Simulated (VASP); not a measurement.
Output of a VASP run:

OSZICAR:
```
       N       E                     dE             d eps       ncg     rms          rms(c)
DAV:   1     0.300971735639E+02    0.30097E+02   -0.47555E+03  1936   0.981E+02
DAV:   2     0.185054022456E+01   -0.28247E+02   -0.27704E+02  2632   0.141E+02
DAV:   3     0.147582747166E+01   -0.37471E+00   -0.36573E+00  2336   0.185E+01
DAV:   4     0.147214988141E+01   -0.36776E-02   -0.36758E-02  3048   0.123E+00
DAV:   5     0.147210268132E+01   -0.47200E-04   -0.47200E-04  2304   0.600E-02    0.571E+00
DAV:   6     0.153933726555E+01    0.67235E-01   -0.10760E-01  2152   0.226E+00    0.334E+00
DAV:   7     0.155093508998E+01    0.11598E-01   -0.92101E-02  2824   0.205E+00    0.743E-01
DAV:   8     0.155051732924E+01   -0.41776E-03   -0.44816E-03  2168   0.722E-01    0.677E-02
DAV:   9     0.155057073523E+01    0.53406E-04   -0.19293E-04  2432   0.128E-01    0.363E-02
DAV:  10     0.155057152445E+01    0.78922E-06   -0.76221E-06  2832   0.240E-02
   1 F= 0.56006593E+01 E0= 0.56005719E+01  d E =0.560066E+01
       N       E                     dE             d eps       ncg     rms          rms(c)
DAV:   1     0.152408345746E+01   -0.26487E-01   -0.45735E-02  2192   0.164E+00    0.242E-01
DAV:   2     0.152579407208E+01    0.17106E-02   -0.35083E-03  2072   0.513E-01    0.107E-01
DAV:   3     0.152618637676E+01    0.39230E-03   -0.20706E-03  2736   0.302E-01    0.196E-02
DAV:   4     0.152618101274E+01   -0.53640E-05   -0.15596E-05  2104   0.414E-02    0.147E-02
DAV:   5     0.152617458068E+01   -0.64321E-05   -0.22510E-06  2544   0.159E-02    0.116E-02
DAV:   6     0.152617130685E+01   -0.32738E-05   -0.17387E-05  2856   0.453E-02    0.311E-03
DAV:   7     0.152617003780E+01   -0.12691E-05   -0.55704E-07  1232   0.749E-03    0.444E-04
DAV:   8     0.152616991254E+01   -0.12526E-06   -0.10277E-07  1000   0.301E-03
   2 F= 0.56005981E+01 E0= 0.56004658E+01  d E =-.611808E-04
```

### OUTCAR
```
------------------------ aborting loop because EDIFF is reached ----------------------------------------
  FORCE on cell =-STRESS in cart. coord.  units (eV):
  Direction    XX          YY          ZZ          XY          YZ          ZX
  --------------------------------------------------------------------------------------
  Total        4.0596656      4.0596656      4.0596656     -0.0000000      0.0000000      0.0000000
  in kB      298.9130326    298.9130326    298.9130326     -0.0000000      0.0000000      0.0000000
  external PRESSURE =      -1.0869674 kB  Pullay stress =     300.0000000 kB
  volume of cell :       21.76
      direct lattice vectors                 reciprocal lattice vectors
    -1.758727957  1.758727957  1.758727957     0.000000000  0.284296385  0.284296385
     1.758727957 -1.758727957  1.758727957     0.284296385  0.000000000  0.284296385
     1.758727957  1.758727957 -1.758727957     0.284296385  0.284296385  0.000000000
 POSITION                                       TOTAL-FORCE (eV/Angst)
 -----------------------------------------------------------------------------------
      0.00000      0.00000      0.00000        -0.000000      0.000000     -0.000000
 -----------------------------------------------------------------------------------
    total drift:                               -0.000000      0.000000      0.000000
  FREE ENERGIE OF THE ION-ELECTRON SYSTEM (eV)
  ---------------------------------------------------
  free  energy   TOTEN  =         1.5261699125 eV

  energy  without entropy=        1.5257732191  energy(sigma->0) =        1.52603768
  enthalpy is  TOTEN    =         5.6005980795 eV   P V=        4.0744281669

 reached required accuracy - stopping structural energy minimisation
```
(Selected blocks of OUTCAR.)

### POSCAR
```
Rb
1
   -1.7552187755     1.7552187755     1.7552187755
    1.7552187755    -1.7552187755     1.7552187755
    1.7552187755     1.7552187755    -1.7552187755
Rb
1
Direct
  0.0000000000   0.0000000000   0.0000000000
```

Problem. Reconstruct the remaining input files.

Solution. Several could match; the one computed here: the input of the run itself, PBEsol GGA, plane waves, VASP's PBE PAW potentials (set 64).

INCAR:
```
SYSTEM = Rb
PREC = Accurate
ENCUT = 500
EDIFF = 1E-6
NELM = 100
ALGO = Normal
LREAL = .FALSE.
LASPH = .TRUE.
ISMEAR = 1
SIGMA = 0.1
GGA = PS
LMAXMIX = 4
LWAVE = .FALSE.
LCHARG = .FALSE.
IBRION = 2
ISIF = 3
NSW = 40
EDIFFG = -0.02
PSTRESS = 300
```

KPOINTS:
```
Automatic mesh
0
Gamma
15 15 15
0 0 0
```

POTCAR, in this order: Rb_sv (PBE.64 set). Program: vasp_std.

The compound is Rb in the bcc structure. This run relaxes it under an external pressure of 30 GPa. Symmetry was kept, so distortions that lower it aren't found.
